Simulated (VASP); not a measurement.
# ReOs (P-6m2) in VASP: single point with LDA

Aim: the single point of ReOs with LDA.

Program: VASP 6.6.1. These are calculated values, not measurements. Logs are shortened: lines on timing, memory, paths and dates and some standing lists are left out, and cuts for length are marked.

**1. The crystal as given**

The structure is hexagonal, space group P-6m2 (No. 187). The conventional cell has a = 2.757 Å, b = 2.757 Å, c = 4.382 Å, α = 90.00°, β = 90.00°, γ = 120.00°. Re (site symmetry -6m2) is surrounded by 6 Os at 2.71 Å and 6 Re at 2.76 Å. Os (site symmetry -6m2) has 6 Re at 2.71 Å and 6 Os at 2.76 Å as nearest neighbours.

The cell comes from a database or a generator and needn't be the stable form of this composition.

**2. Single point, LDA**

INCAR reads:

```
PREC     = Accurate       # precision mode
ENCUT    = 520            # plane-wave cutoff, eV
EDIFF    = 1E-6           # SCF threshold, eV
ISMEAR   = -1             # smearing method
SIGMA    = 0.05           # smearing width, eV
LREAL    = F              # projectors in reciprocal space
LASPH    = T              # aspherical terms in the spheres
NELM     = 100            # most SCF steps
ALGO     = Normal         # electronic algorithm
ISIF     = 2              # what is computed and relaxed
LWAVE    = F              # write WAVECAR
LCHARG   = F              # write CHGCAR
NBANDS   = 14             # bands
```

KPOINTS reads:

```
regular mesh
0
Gamma
  12 12 7
```

POSCAR reads:

```
ReOs
1.0
    2.7573303527      0.0000000000      0.0000000000
   -1.3786651764      2.3879181321      0.0000000000
    0.0000000000      0.0000000000      4.3824281800
Re Os
1 1
Direct
    0.6666666667      0.3333333333      0.5000000000
    0.0000000000      0.0000000000      0.0000000000
```

Potentials or basis: VASP PAW LDA potentials, release 64 (Re, Os).

Run with:

```
$ cat potpaw_LDA.64/Re/POTCAR potpaw_LDA.64/Os/POTCAR > POTCAR
$ mpirun -np 1 vasp_std > vasp.out
```

OUTCAR:

```text
PREC = Accurate
   ENCUT = 520
   EDIFF = 1E-6
   ISMEAR = -1
   LREAL = F
   LASPH = T
   NELM = 100
   ISIF = 2

 ion  position               nearest neighbor table
   1  0.667  0.333  0.500-   2 2.71   2 2.71   2 2.71   2 2.71   2 2.71   2 2.71
   2  0.000  0.000  0.000-   1 2.71   1 2.71   1 2.71   1 2.71   1 2.71   1 2.71

  LATTYP: Found a hexagonal cell.
 ALAT       =     2.7573303527
 C/A-ratio  =     1.5893736402

  Lattice vectors:

 A1 = (   2.7573303527,   0.0000000000,   0.0000000000)
 A2 = (  -1.3786651764,   2.3879181321,   0.0000000000)
 A3 = (   0.0000000000,   0.0000000000,   4.3824281800)

Analysis of symmetry for initial positions (statically):
=====================================================================
 Subroutine PRICEL returns:
 Original cell was already a primitive cell.

 Routine SETGRP: Setting up the symmetry group for a
 hexagonal supercell.

 Subroutine GETGRP returns: Found 12 space group operations
 (whereof 12 operations were pure point group operations)
 out of a pool of 24 trial point group operations.

The static configuration has the point symmetry D_3h.

Analysis of symmetry for dynamics (positions and initial velocities):
=====================================================================
 Subroutine PRICEL returns:
 Original cell was already a primitive cell.

 Routine SETGRP: Setting up the symmetry group for a
 hexagonal supercell.

 Subroutine GETGRP returns: Found 12 space group operations
 (whereof 12 operations were pure point group operations)
 out of a pool of 24 trial point group operations.

The dynamic configuration has the point symmetry D_3h.

 Subroutine INISYM returns: Found 12 space group operations
 (whereof 12 operations are pure point group operations),
 and found     1 'primitive' translations

----------------------------------------------------------------------------------------

                                     Primitive cell

  volume of cell :      28.8551

  direct lattice vectors                    reciprocal lattice vectors
     2.757330353  0.000000000  0.000000000     0.362669638  0.209387413  0.000000000
    -1.378665176  2.387918132  0.000000000     0.000000000  0.418774826  0.000000000
     0.000000000  0.000000000  4.382428180     0.000000000  0.000000000  0.228184002

  length of vectors
     2.757330353  2.757330353  4.382428180     0.418774826  0.418774826  0.228184002

  position of ions in fractional coordinates (direct lattice)
     0.666666667  0.333333333  0.500000000
     0.000000000  0.000000000  0.000000000

  ion indices of the primitive-cell ions
   primitive index   ion index
                 1           1
[... 81 lines left out ...]
   POTIM  = 0.5000    time-step for ionic-motion
   TEBEG  =    0.0;   TEEND  =   0.0 temperature during run
   PSTRESS=    0.0 pullay stress
   NELECT =      15.0000    total number of electrons
   NUPDOWN=      -1.0000    fix difference up-down
   EMIN   =  10.00;   EMAX   =-10.00  energy-range for DOS
   EFERMI =   0.00;   METHOD = LEGACY
   ISMEAR =    -1;   SIGMA  =   0.05  broadening in eV -4-tet -1-fermi 0-gaus
   EFERMI_NEDOS =   21; number of points for ismear=-14 and -15
   IALGO  =     38    algorithm
   IMIX   =      4    mixing-type and parameters
     AMIX     =   0.40;   BMIX     =  1.00
     AMIX_MAG =   1.60;   BMIX_MAG =  1.00
  volume/ion in A,a.u.               =      14.43        97.36
  Fermi-wavevector in a.u.,A,eV,Ry     =   1.316328  2.487500 23.575091  1.732720
  Thomas-Fermi vector in A             =   2.446448
   LORBIT       =      0    0 simple, 1 ext, 2 COOP (PROOUT), +10 PAW based schemes
   GGA     = CA    functional components
   LHFCALC =     F    Hartree Fock is set to
   AEXX    =    0.0000 exact exchange contribution
   IVDW    =     0    specifies the selected vdW correction
   LEPSILON=     F    determine dielectric tensor
   LRPA    =     F    only Hartree local field effects (RPA)
 non-spin polarized calculation
  energy-cutoff  :      520.00
  volume of cell :       28.86
 maximum number of plane-waves:       787
 NGX is ok and might be reduce to    24
   NGX = 11   NGY = 11   NGZ = 17

 number of electron      15.0000000 magnetization

 Free energy of the ion-electron system (eV)
  ---------------------------------------------------
  ext. energy  EPLUGINS =         0.00000000
  ---------------------------------------------------
  free energy    TOTEN  =       -26.57336368 eV

  energy without entropy =      -26.56399588  energy(sigma->0) =      -26.56867978

 E-fermi :   8.4883     XC(G=0): -13.9780

 val. band max:        8.4105951625   @ k =   0.3333   0.1667   0.4286
 cond. band min:       8.5043844963   @ k =   0.2500   0.0000   0.0000
 fundamental gap:      0.0937893337
 Fermi energy:         8.4882515832

 k-point     1 :       0.0000    0.0000    0.0000
  band No.  band energies     occupation
      1      -1.7559      2.00000
      2       1.3916      2.00000
      3       6.0160      2.00000
      4       6.0160      2.00000
      5       6.3887      2.00000
      6       7.2315      2.00000
      7       7.2315      2.00000
      8       7.6823      2.00000
      9       7.6823      2.00000
     10       9.0288      0.00004
     11      11.1233      0.00000
     12      11.1233      0.00000
     13      18.0812      0.00000
     14      22.6629      0.00000
[... 377 lines left out ...]
      1       1.3943      2.00000
      2       2.5998      2.00000
      3       3.7282      2.00000
      4       4.9043      2.00000
      5       6.2528      2.00000
      6       6.3345      2.00000
      7       7.3229      2.00000
      8       9.2764      0.00000
      9       9.9356      0.00000
     10      10.4901      0.00000
     11      11.8255      0.00000
     12      16.0347      0.00000
     13      18.7633      0.00000
     14      21.4137      0.00000

 [... further k-points ...]
[... 5 lines left out ...]
  --------------------------------------------------------------------------------------
  -------------------------------------------------------------------------------------
  Total       -2.0704188     -2.0704188     -2.2614101      0.0000000      0.0000000      0.0000000
  in kB     -114.9597297   -114.9597297   -125.5645006      0.0000000      0.0000000      0.0000000
  external PRESSURE =    -118.4946534 kB  Pullay stress =       0.0000000 kB

 VOLUME and BASIS-vectors are now :
 -----------------------------------------------------------------------------
  energy-cutoff  :      520.00
  volume of cell :       28.86
      direct lattice vectors                 reciprocal lattice vectors
     2.757330353  0.000000000  0.000000000     0.362669638  0.209387413  0.000000000
    -1.378665176  2.387918132  0.000000000     0.000000000  0.418774826  0.000000000
     0.000000000  0.000000000  4.382428180     0.000000000  0.000000000  0.228184002

 POSITION                                       TOTAL-FORCE (eV/Angst)
 -----------------------------------------------------------------------------------
      1.37867      0.79597      2.19121        -0.000000      0.000000      0.000000
      0.00000      0.00000      0.00000         0.000000      0.000000      0.000000
 -----------------------------------------------------------------------------------
    total drift:                               -0.000000      0.000000      0.000000

  FREE ENERGIE OF THE ION-ELECTRON SYSTEM (eV)
  ---------------------------------------------------
  free  energy   TOTEN  =       -26.5733636791 eV

  energy  without entropy=      -26.5639958788  energy(sigma->0) =      -26.56867978
```

OSZICAR:

```text
N       E                     dE             d eps       ncg     rms          rms(c)
DAV:   1     0.670382897558E+02    0.67038E+02   -0.68109E+03  2856   0.101E+03
DAV:   2    -0.242845167967E+02   -0.91323E+02   -0.78620E+02  2818   0.286E+02
DAV:   3    -0.281354792749E+02   -0.38510E+01   -0.37190E+01  3204   0.593E+01
DAV:   4    -0.281792976684E+02   -0.43818E-01   -0.43690E-01  2868   0.544E+00
DAV:   5    -0.281801267187E+02   -0.82905E-03   -0.82901E-03  3072   0.703E-01    0.377E+01
DAV:   6    -0.269667864148E+02    0.12133E+01   -0.14105E+00  3438   0.117E+01    0.160E+01
DAV:   7    -0.269720500019E+02   -0.52636E-02   -0.20676E+00  3728   0.255E+01    0.624E+00
DAV:   8    -0.265779473580E+02    0.39410E+00   -0.11573E+00  3870   0.154E+01    0.647E-01
DAV:   9    -0.265739831953E+02    0.39642E-02   -0.39782E-02  2378   0.171E+00    0.444E-01
DAV:  10    -0.265734497237E+02    0.53347E-03   -0.11629E-03  3548   0.389E-01    0.165E-01
DAV:  11    -0.265733662124E+02    0.83511E-04   -0.30124E-04  3666   0.275E-01    0.738E-02
DAV:  12    -0.265733640544E+02    0.21580E-05   -0.23946E-05  2790   0.537E-02    0.137E-02
DAV:  13    -0.265733636791E+02    0.37527E-06   -0.12287E-06  1778   0.254E-02
   1 F= -.26573364E+02 E0= -.26568680E+02  d E =-.936780E-02
```

It took 57 s on 1 thread of AMD EPYC 7R43 (Zen 3), shared host; peak memory 0.13 GiB.

What came out:

```
Free energy            : -26.5734 eV
Pressure               : -11.8 GPa
Band gap on the k mesh : none (metal or under the smearing width)
```

The run has no spin-orbit coupling, so splittings on Os, Re are missing.
